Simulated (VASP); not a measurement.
Given:

```xyz
4
Lattice="3.8060 0.0000 0.0000 -1.9030 3.2961 0.0000 0.0000 0.0000 6.7209" Properties=species:S:1:pos:R:3 pbc="T T T"
Ba     0.0000     0.0000     0.0000
Ba     0.0000     0.0000     3.3605
O      0.0000     2.1974     1.6802
O      1.9030     1.0987     5.0407
```

Method: PBEsol GGA, VASP's PBE PAW potentials (set 64) (plane waves; VASP 6.6.1). Settings: 620 eV cut-off, 7×7×4 Γ-centred mesh, Gaussian smearing of 0.050 eV, potentials Ba_sv O.

What does the run give for the energy per atom (σ→0)?

| Property | Result |
|---|---|
| energy per atom (σ→0) | -6.075 eV/atom |

The structure was generated: BaO was put into the NiAs type type (P6_3/mmc), which need not be its known phase. It was relaxed first, which changed the volume by -22 %.
